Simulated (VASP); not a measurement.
# Al15BN16 (a cell with a defect) in VASP: single point with PBE

Aim: the single point of Al15BN16 (a cell with a defect) with PBE.

Program: VASP 6.6.1. These are calculated values, not measurements. Logs are shortened: lines on timing, memory, paths and dates and some standing lists are left out, and cuts for length are marked.

## (1) The structure

The cell holds a defect, 32 atoms: a = 6.226 Å, b = 6.226 Å, c = 9.962 Å, α = 90.00°, β = 90.00°, γ = 120.00°.

## (2) Single point, PBE

INCAR reads:

```
SYSTEM = Al15BN16
PREC = Accurate
ENCUT = 520
EDIFF = 1E-6
ISMEAR = -1
SIGMA = 0.01
LREAL = Auto
LASPH = .TRUE.
NELM = 80
ALGO = Fast
ISIF = 2
LWAVE = .FALSE.
LCHARG = .TRUE.
GGA = PE
LELF = .TRUE.
LVHAR = .TRUE.
NBANDS = 86
```

KPOINTS reads:

```
regular mesh
0
G
  4 4 2
  0 0 0
```

POSCAR reads:

```
Al15BN16
1.0
    6.2260000000      0.0000000000      0.0000000000
   -3.1130000000      5.3918741640      0.0000000000
    0.0000000000      0.0000000000      9.9620000000
B Al N
1 15 16
Direct
    0.1666666667      0.3333333333      0.0059936536
    0.1666666667      0.3333333333      0.4986349133
    0.1620407798      0.8310203899      0.0003157754
    0.1689239935      0.8344619967      0.4992977656
    0.6689796101      0.3379592202      0.0003157754
    0.6655380033      0.3310760065      0.4992977656
    0.6689796101      0.8310203899      0.0003157754
    0.6655380033      0.8344619967      0.4992977656
    0.3319360790      0.1680639210      0.2430971385
    0.3299739130      0.1700260870      0.7544747236
    0.3319360790      0.6638721581      0.2430971385
    0.3299739130      0.6599478260      0.7544747236
    0.8361278419      0.1680639210      0.2430971385
    0.8400521740      0.1700260870      0.7544747236
    0.8333333333      0.6666666667      0.2513602087
    0.8333333333      0.6666666667      0.7490038075
    0.1666666667      0.3333333333      0.1686931937
    0.1666666667      0.3333333333      0.6879608653
    0.1648830043      0.8324415022      0.1902137360
    0.1700494471      0.8350247235      0.6932789835
    0.6675584978      0.3351169957      0.1902137360
    0.6649752765      0.3299505529      0.6932789835
    0.6675584978      0.8324415022      0.1902137360
    0.6649752765      0.8350247235      0.6932789835
    0.3323316253      0.1676683747      0.4363423923
    0.3177074259      0.1822925741      0.9483784436
    0.3323316253      0.6646632506      0.4363423923
    0.3177074259      0.6354148518      0.9483784436
    0.8353367494      0.1676683747      0.4363423923
    0.8645851482      0.1822925741      0.9483784436
    0.8333333333      0.6666666667      0.4430500303
    0.8333333333      0.6666666667      0.9391064519
```

Potentials or basis: VASP PAW PBE potentials, release 64 (B, Al, N).

Launch:

```console
> cat potpaw_PBE.64/B/POTCAR potpaw_PBE.64/Al/POTCAR potpaw_PBE.64/N/POTCAR > POTCAR
> mpirun -np 1 vasp_std > vasp.out
```

OUTCAR:

```text
SYSTEM = Al15BN16
   PREC = Accurate
   ENCUT = 520
   EDIFF = 1E-6
   ISMEAR = -1
   LREAL = Auto
   LASPH = .TRUE.
   NELM = 80
   ISIF = 2
   GGA = PE

 ion  position               nearest neighbor table
   1  0.167  0.333  0.006-  17 1.62  26 1.73  30 1.73  28 1.73
   2  0.167  0.333  0.499-  18 1.89  25 1.89  29 1.89  27 1.89  10 3.10  14 3.10  12 3.10   9 3.11
                            13 3.11  11 3.11   6 3.11   6 3.11   4 3.11   8 3.11   8 3.11   4 3.11
   3  0.162  0.831  0.000-  32 1.87  19 1.89  28 1.97  26 1.97  11 3.03   9 3.03  12 3.06  10 3.06
                            15 3.07  16 3.07   7 3.07   5 3.07   7 3.16   5 3.16
   4  0.169  0.834  0.499-  31 1.89  27 1.90  25 1.90  20 1.93  15 3.06  16 3.08   8 3.09   6 3.09
                             2 3.11   2 3.11  12 3.12  10 3.12  11 3.12   9 3.12   8 3.13   6 3.13
   5  0.669  0.338  0.000-  32 1.87  21 1.89  30 1.97  26 1.97  13 3.03   9 3.03  10 3.06  14 3.06
                            15 3.07  16 3.07   3 3.07   7 3.07   7 3.16   3 3.16
   6  0.666  0.331  0.499-  31 1.89  29 1.90  25 1.90  22 1.93  15 3.06  16 3.08   4 3.09   8 3.09
                             2 3.11   2 3.11  14 3.12  10 3.12  13 3.12   9 3.12   8 3.13   4 3.13
   7  0.669  0.831  0.000-  32 1.87  23 1.89  28 1.97  30 1.97  11 3.03  13 3.03  12 3.06  14 3.06
                            15 3.07  16 3.07   3 3.07   5 3.07   3 3.16   5 3.16
   8  0.666  0.834  0.499-  31 1.89  27 1.90  29 1.90  24 1.93  15 3.06  16 3.08   4 3.09   6 3.09
                             2 3.11   2 3.11  12 3.12  14 3.12  11 3.12  13 3.12   4 3.13   6 3.13
   9  0.332  0.168  0.243-  21 1.88  19 1.88  25 1.93  17 1.93   5 3.03   3 3.03  13 3.09  11 3.09
                             2 3.11  15 3.11  15 3.11   6 3.12   4 3.12  13 3.14  11 3.14
  10  0.330  0.170  0.754-  18 1.88  22 1.91  20 1.91  26 1.94  14 3.05  12 3.05   5 3.06   3 3.06
                             2 3.10  16 3.11  16 3.11   6 3.12   4 3.12  14 3.18  12 3.18
  11  0.332  0.664  0.243-  19 1.88  23 1.88  27 1.93  17 1.93   3 3.03   7 3.03   9 3.09  13 3.09
                             2 3.11  15 3.11  15 3.11   4 3.12   8 3.12  13 3.14   9 3.14
  12  0.330  0.660  0.754-  18 1.88  20 1.91  24 1.91  28 1.94  10 3.05  14 3.05   3 3.06   7 3.06
[... 8 lines left out ...]
                             4 3.08   6 3.08  12 3.11  14 3.11  10 3.11  10 3.11  12 3.11  14 3.11
  17  0.167  0.333  0.169-   1 1.62   9 1.93  13 1.93  11 1.93
  18  0.167  0.333  0.688-  10 1.88  14 1.88  12 1.88   2 1.89
  19  0.165  0.832  0.190-  11 1.88   9 1.88  15 1.89   3 1.89
  20  0.170  0.835  0.693-  16 1.90  12 1.91  10 1.91   4 1.93
  21  0.668  0.335  0.190-   9 1.88  13 1.88  15 1.89   5 1.89
  22  0.665  0.330  0.693-  16 1.90  14 1.91  10 1.91   6 1.93
[... 8 lines left out ...]
  31  0.833  0.667  0.443-   8 1.89   4 1.89   6 1.89  15 1.91
  32  0.833  0.667  0.939-   7 1.87   3 1.87   5 1.87  16 1.89

  LATTYP: Found a hexagonal cell.
 ALAT       =     6.2260000000
 C/A-ratio  =     1.6000642467

  Lattice vectors:

 A1 = (   6.2260000000,   0.0000000000,   0.0000000000)
 A2 = (  -3.1130000000,   5.3918741640,   0.0000000000)
 A3 = (   0.0000000000,   0.0000000000,   9.9620000000)

Analysis of symmetry for initial positions (statically):
=====================================================================
 Subroutine PRICEL returns:
 Original cell was already a primitive cell.

 Routine SETGRP: Setting up the symmetry group for a
 hexagonal supercell.

 Subroutine GETGRP returns: Found  6 space group operations
 (whereof  2 operations were pure point group operations)
 out of a pool of 24 trial point group operations.

The static configuration has the point symmetry C_1h.
 The point group associated with its full space group is C_3v.

Analysis of symmetry for dynamics (positions and initial velocities):
=====================================================================
 Subroutine PRICEL returns:
 Original cell was already a primitive cell.

 Routine SETGRP: Setting up the symmetry group for a
 hexagonal supercell.

 Subroutine GETGRP returns: Found  6 space group operations
 (whereof  2 operations were pure point group operations)
 out of a pool of 24 trial point group operations.

The dynamic configuration has the point symmetry C_1h.
 The point group associated with its full space group is C_3v.

 Subroutine INISYM returns: Found  6 space group operations
 (whereof  2 operations are pure point group operations),
 and found     1 'primitive' translations

----------------------------------------------------------------------------------------

                                     Primitive cell

  volume of cell :     334.4224

  direct lattice vectors                    reciprocal lattice vectors
     6.226000000  0.000000000  0.000000000     0.160616768  0.092732134  0.000000000
    -3.113000000  5.391874164  0.000000000     0.000000000  0.185464269  0.000000000
     0.000000000  0.000000000  9.962000000     0.000000000  0.000000000  0.100381450

  length of vectors
     6.226000000  6.226000000  9.962000000     0.185464269  0.185464269  0.100381450

  position of ions in fractional coordinates (direct lattice)
     0.166666667  0.333333333  0.005993654
     0.166666667  0.333333333  0.498634913
     0.162040780  0.831020390  0.000315775
     0.168923994  0.834461997  0.499297766
     0.668979610  0.337959220  0.000315775
     0.665538003  0.331076006  0.499297766
[... 24 lines left out ...]
     0.833333333  0.666666667  0.443050030
     0.833333333  0.666666667  0.939106452

  ion indices of the primitive-cell ions
   primitive index   ion index
                 1           1
                 2           2
                 3           3
                 4           4
                 5           5
                 6           6
[... 24 lines left out ...]
                31          31
                32          32

----------------------------------------------------------------------------------------

 KPOINTS: regular mesh

Automatic generation of k-mesh.
 Grid dimensions read from file:
 generate k-points for:    4    4    2

 Generating k-lattice:

  Cartesian coordinates                     Fractional coordinates (reciprocal lattice)
     0.040154192  0.023183034  0.000000000     0.250000000  0.000000000  0.000000000
     0.000000000  0.046366067  0.000000000     0.000000000  0.250000000  0.000000000
     0.000000000  0.000000000  0.050190725     0.000000000  0.000000000  0.500000000

  Length of vectors
     0.046366067  0.046366067  0.050190725

  Shift w.r.t. Gamma in fractional coordinates (k-lattice)
     0.000000000  0.000000000  0.000000000

 Subroutine IBZKPT returns following result:
 ===========================================

 Found      8 irreducible k-points:

 Following reciprocal coordinates:
            Coordinates               Weight
  0.000000  0.000000  0.000000      1.000000
  0.250000  0.000000  0.000000      6.000000
  0.500000  0.000000  0.000000      3.000000
  0.250000  0.250000  0.000000      6.000000
  0.000000  0.000000  0.500000      1.000000
  0.250000  0.000000  0.500000      6.000000
  0.500000  0.000000  0.500000      3.000000
  0.250000  0.250000  0.500000      6.000000
   k-points           NKPTS =      8   k-points in BZ     NKDIM =      8   number of bands    NBANDS=     86
   number of dos      NEDOS =    301   number of ions     NIONS =     32
   total plane-waves  NPLWV = 184320
   dimension x,y,z NGX =    48 NGY =   48 NGZ =   80
   dimension x,y,z NGXF=    96 NGYF=   96 NGZF=  160
   ions per type =               1  15  16
   NGX,Y,Z   is equivalent  to a cutoff of  12.82, 12.82, 13.35 a.u.
   NGXF,Y,Z  is equivalent  to a cutoff of  25.63, 25.63, 26.70 a.u.
 SYSTEM =  Al15BN16
   PREC   = accura    normal or accurate (medium, high low for compatibility)
   ISTART =      0    job   : 0-new  1-cont  2-samecut
   ICHARG =      2    charge: 1-file 2-atom 10-const
   ISPIN  =      1    spin polarized calculation?
   LNONCOLLINEAR =      F non collinear calculations
   LSORBIT =      F    spin-orbit coupling
   LASPH  =      T    aspherical Exc in radial PAW
   ENCUT  =  520.0 eV  38.22 Ry    6.18 a.u.  11.58 11.58 18.52*2*pi/ulx,y,z
   NELM   =     80;   NELMIN=  2; NELMDL= -5     # of ELM steps
   EDIFF  = 0.1E-05   stopping-criterion for ELM
   LREAL  =      T    real-space projection
   EDIFFG = 0.1E-04   stopping-criterion for IOM
   NSW    =      0    number of steps for IOM
   IBRION =     -1    ionic relax: 0-MD 1-quasi-New 2-CG
   NFREE  =      0    steps in history (QN), initial steepest desc. (CG)
   ISIF   =      2    stress and relaxation
   ISYM   =      2    0-nonsym 1-usesym 2-fastsym
   POTIM  = 0.5000    time-step for ionic-motion
   TEBEG  =    0.0;   TEEND  =   0.0 temperature during run
   PSTRESS=    0.0 pullay stress
   NELECT =     128.0000    total number of electrons
   NUPDOWN=      -1.0000    fix difference up-down
   EMIN   =  10.00;   EMAX   =-10.00  energy-range for DOS
   EFERMI =   0.00;   METHOD = LEGACY
   ISMEAR =    -1;   SIGMA  =   0.01  broadening in eV -4-tet -1-fermi 0-gaus
   EFERMI_NEDOS =   21; number of points for ismear=-14 and -15
   IALGO  =     68    algorithm
   IMIX   =      4    mixing-type and parameters
     AMIX     =   0.40;   BMIX     =  1.00
     AMIX_MAG =   1.60;   BMIX_MAG =  1.00
  volume/ion in A,a.u.               =      10.45        70.52
  Fermi-wavevector in a.u.,A,eV,Ry     =   1.188629  2.246183 19.222843  1.412839
  Thomas-Fermi vector in A             =   2.324754
   LORBIT       =      0    0 simple, 1 ext, 2 COOP (PROOUT), +10 PAW based schemes
   GGA     = PE    functional components
   LHFCALC =     F    Hartree Fock is set to
   AEXX    =    0.0000 exact exchange contribution
   IVDW    =     0    specifies the selected vdW correction
   LEPSILON=     F    determine dielectric tensor
   LRPA    =     F    only Hartree local field effects (RPA)
 non-spin polarized calculation
 RMM-DIIS sequential band-by-band and
  energy-cutoff  :      520.00
  volume of cell :      334.42
 maximum number of plane-waves:      9043
 NGX is ok and might be reduce to    48
   NGX = 23   NGY = 23   NGZ = 37

 number of electron     127.9999993 magnetization

 Free energy of the ion-electron system (eV)
  ---------------------------------------------------
  ext. energy  EPLUGINS =         0.00000000
  ---------------------------------------------------
  free energy    TOTEN  =      -238.77293157 eV

  energy without entropy =     -238.77293157  energy(sigma->0) =     -238.77293157

 E-fermi :   6.1997     XC(G=0): -10.8679

 val. band max:        5.9452204464   @ k =   0.0000   0.0000   0.0000
 cond. band min:       9.6147661039   @ k =   0.0000   0.0000   0.0000
 fundamental gap:      3.6695456575
 Fermi energy:         6.1996890387

 k-point     1 :       0.0000    0.0000    0.0000
  band No.  band energies     occupation
      1      -9.3400      2.00000
      2      -8.5063      2.00000
      3      -8.3467      2.00000
      4      -7.5201      2.00000
      5      -7.2594      2.00000
      6      -7.2594      2.00000
[... 621 lines left out ...]
     75      12.9287      0.00000
     76      13.3066      0.00000
 [bands above 76 left out]

------------------------ aborting loop because EDIFF is reached ----------------------------------------

  FORCE on cell =-STRESS in cart. coord.  units (eV):
  Direction    XX          YY          ZZ          XY          YZ          ZX
  --------------------------------------------------------------------------------------
  -------------------------------------------------------------------------------------
  Total       -5.4810609     -5.4810609     -4.4921979      0.0000000     -0.0000000     -0.0000000
  in kB      -26.2590983    -26.2590983    -21.5215754      0.0000000     -0.0000000     -0.0000000
  external PRESSURE =     -24.6799240 kB  Pullay stress =       0.0000000 kB

 VOLUME and BASIS-vectors are now :
 -----------------------------------------------------------------------------
  energy-cutoff  :      520.00
  volume of cell :      334.42
      direct lattice vectors                 reciprocal lattice vectors
     6.226000000  0.000000000  0.000000000     0.160616768  0.092732134  0.000000000
    -3.113000000  5.391874164  0.000000000     0.000000000  0.185464269  0.000000000
     0.000000000  0.000000000  9.962000000     0.000000000  0.000000000  0.100381450

 POSITION                                       TOTAL-FORCE (eV/Angst)
 -----------------------------------------------------------------------------------
      0.00000      1.79729      0.05971         0.000000     -0.000000     -0.013164
      0.00000      1.79729      4.96740         0.000000     -0.000000      0.007450
     -1.57810      4.48076      0.00315        -0.003632     -0.002097      0.002910
     -1.54596      4.49931      4.97400         0.002685      0.001550      0.002575
      3.11300      1.82223      0.00315         0.000000      0.004194      0.002910
      3.11300      1.78512      4.97400         0.000000     -0.003100      0.002575
[... 24 lines left out ...]
      3.11300      3.59458      4.41366         0.000000     -0.000000     -0.003289
      3.11300      3.59458      9.35538         0.000000     -0.000000     -0.006347
 -----------------------------------------------------------------------------------
    total drift:                                0.000002     -0.000000      0.019946

  FREE ENERGIE OF THE ION-ELECTRON SYSTEM (eV)
  ---------------------------------------------------
  free  energy   TOTEN  =      -238.7729315691 eV

  energy  without entropy=     -238.7729315691  energy(sigma->0) =     -238.77293157
```

Wall time 8.1 min (1 thread of Intel Xeon Platinum 8488C (Sapphire Rapids), shared host); peak memory 0.5 GiB.

What came out:

```
Free energy            : -238.7729 eV
Pressure               : -2.5 GPa
Largest force          : 0.023 eV/Å
Band gap on the k mesh : 3.67 eV, direct
```

Forces on the atoms (eV/Å):
```
B    0.000  0.000 -0.013
Al   0.000  0.000  0.007
Al  -0.004 -0.002  0.003
Al   0.003  0.002  0.003
Al   0.000  0.004  0.003
Al   0.000 -0.003  0.003
Al   0.004 -0.002  0.003
Al  -0.003  0.002  0.003
Al   0.003 -0.002  0.000
Al  -0.001  0.000 -0.002
Al   0.000  0.003  0.000
Al   0.000 -0.001 -0.002
Al  -0.003 -0.002  0.000
Al   0.001  0.000 -0.002
Al   0.000  0.000  0.001
Al   0.000  0.000  0.003
N    0.000  0.000  0.023
N    0.000  0.000 -0.001
N    0.000  0.000  0.002
N    0.002  0.001 -0.002
N    0.000  0.001  0.002
N    0.000 -0.002 -0.002
N    0.000  0.000  0.002
N   -0.002  0.001 -0.002
N   -0.002  0.001 -0.001
N    0.012 -0.007 -0.006
N    0.000 -0.003 -0.001
N    0.000  0.014 -0.006
N    0.002  0.001 -0.001
N   -0.012 -0.007 -0.006
N    0.000  0.000 -0.003
N    0.000  0.000 -0.006
```

Levels at points of the mesh, in eV from the valence-band top:
| k point | band 60 | band 61 | band 62 | band 63 | band 64 | band 65 | band 66 | band 67 | band 68 | band 69 |
| --- | --- | --- | --- | --- | --- | --- | --- | --- | --- | --- |
| (0.00, 0.00, 0.00) | -0.49 | -0.49 | -0.15 | -0.15 | 0.00 | 3.67 | 4.37 | 5.09 | 5.19 | 5.19 |
| (0.50, 0.00, 0.00) | -0.79 | -0.47 | -0.41 | -0.40 | -0.34 | 4.92 | 5.50 | 5.73 | 5.98 | 6.12 |
| (0.00, 0.00, 0.50) | -0.71 | -0.33 | -0.33 | -0.20 | -0.20 | 3.94 | 4.72 | 4.87 | 5.01 | 5.01 |
| (0.50, 0.00, 0.50) | -0.64 | -0.55 | -0.52 | -0.51 | -0.45 | 4.85 | 5.60 | 5.82 | 5.98 | 6.07 |
